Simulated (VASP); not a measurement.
All values below come from vdW-DF-cx, VASP's PBE PAW potentials (set 64) (plane waves; VASP).

A VASP calculation is set up with these files.

### INCAR
```
GGA  =  CX
ICHARG  =  11
LREAL  =  .FALSE.
ISMEAR  =  0
SIGMA  =  0.05   ! width (eV)
EDIFF  =  1E-7
ALGO  =  Normal   ! blocked Davidson
ENCUT  =  520
AGGAC  =  0.0
PREC  =  Accurate
LCHARG  =  .FALSE.
LORBIT  =  11   ! lm-projected
LWAVE  =  .FALSE.
NELM  =  100   ! most electronic steps
SYSTEM  =  C
LASPH  =  .TRUE.   ! aspherical one-centre terms
LUSE_VDW  =  .TRUE.
```

**POSCAR**
```
C
1
    1.2340070850    -2.1373624703     0.0000000000
    1.2340070850     2.1373624703     0.0000000000
    0.0000000000     0.0000000000     6.5296351902
C
4
Direct
  0.0000000000   0.0000000000   0.2500000000
  0.0000000000   0.0000000000   0.7500000000
  0.3333330000   0.6666670000   0.2500000000
  0.6666670000   0.3333330000   0.7500000000
```

File KPOINTS:
```
k-points along high-symmetry lines
10
Line-mode
Reciprocal
  0.000000   0.000000   0.000000 ! GAMMA
  0.000000   0.500000   0.000000 ! M

  0.000000   0.500000   0.000000 ! M
 -0.333333   0.666667   0.000000 ! K

 -0.333333   0.666667   0.000000 ! K
  0.000000   0.000000   0.000000 ! GAMMA

  0.000000   0.000000   0.000000 ! GAMMA
  0.000000   0.000000   0.500000 ! A

  0.000000   0.000000   0.500000 ! A
  0.000000   0.500000   0.500000 ! L

  0.000000   0.500000   0.500000 ! L
 -0.333333   0.666667   0.500000 ! H

 -0.333333   0.666667   0.500000 ! H
  0.000000   0.000000   0.500000 ! A

  0.000000   0.500000   0.500000 ! L
  0.000000   0.500000   0.000000 ! M

 -0.333333   0.666667   0.500000 ! H
 -0.333333   0.666667   0.000000 ! K
```

POTCAR, in this order: C (PBE.64 set). Program: vasp_std. Read from the step before: CHGCAR.

Output

### OSZICAR
```
       N       E                     dE             d eps       ncg     rms          rms(c)
DAV:   1     0.484629152380E+02    0.48463E+02   -0.82373E+03  2160   0.122E+03
DAV:   2    -0.258959647152E+02   -0.74359E+02   -0.68407E+02  2992   0.212E+02
DAV:   3    -0.291894937084E+02   -0.32935E+01   -0.32565E+01  2736   0.447E+01
DAV:   4    -0.292332349825E+02   -0.43741E-01   -0.43642E-01  2676   0.544E+00
DAV:   5    -0.292344162799E+02   -0.11813E-02   -0.11810E-02  2704   0.716E-01
DAV:   6    -0.292344569881E+02   -0.40708E-04   -0.40707E-04  2780   0.112E-01
DAV:   7    -0.292344574280E+02   -0.43991E-06   -0.43988E-06  2668   0.156E-02
DAV:   8    -0.292344574404E+02   -0.12432E-07   -0.12170E-07  2216   0.246E-03
   1 F= -.29234457E+02 E0= -.29229771E+02  d E =-.937382E-02
```

**OUTCAR**
```
 val. band max:        4.8335064949   @ k =  -0.3333   0.6667   0.5000

 cond. band min:       4.8396599458   @ k =  -0.3333   0.6667   0.2778



 k-point     1 :       0.0000    0.0000    0.0000
  band No.  band energies     occupation
      1     -14.7700      2.00000
      2     -14.3893      2.00000
      3      -3.8197      2.00000
      4      -1.5039      2.00000
      5       1.8334      2.00000
      6       1.8334      2.00000
      7       1.8583      2.00000
      8       1.8583      2.00000
      9       9.1806      0.00000
     10      13.1608      0.00000
     11      13.1882      0.00000
     12      13.2294      0.00000

 k-point     2 :       0.0000    0.0556    0.0000
  band No.  band energies     occupation
      1     -14.6965      2.00000
      2     -14.3173      2.00000
      3      -3.7300      2.00000
      4      -1.4208      2.00000
      5       1.5327      2.00000
      6       1.5675      2.00000
      7       1.6743      2.00000
      8       1.7061      2.00000
      9       9.2680      0.00000
     10      13.1942      0.00000
     11      13.2905      0.00000
     12      13.5230      0.00000

 k-point     3 :       0.0000    0.1111    0.0000
  band No.  band energies     occupation
      1     -14.4759      2.00000
      2     -14.1016      2.00000
      3      -3.4617      2.00000
      4      -1.1726      2.00000
      5       0.7089      2.00000
      6       0.7659      2.00000
      7       1.2548      2.00000
      8       1.2987      2.00000
      9       9.5309      0.00000
     10      13.2025      0.00000
     11      13.3405      0.00000
     12      14.3739      0.00000

 k-point     4 :       0.0000    0.1667    0.0000
  band No.  band energies     occupation
      1     -14.1094      2.00000
      2     -13.7434      2.00000
      3      -3.0172      2.00000
      4      -0.7635      2.00000
      5      -0.4731      2.00000
      6      -0.3884      2.00000
      7       0.6931      2.00000
...
```

The density is held fixed in this step, so its total energy and stress have no physical meaning.

The compound is C in the graphite structure. It was relaxed first.
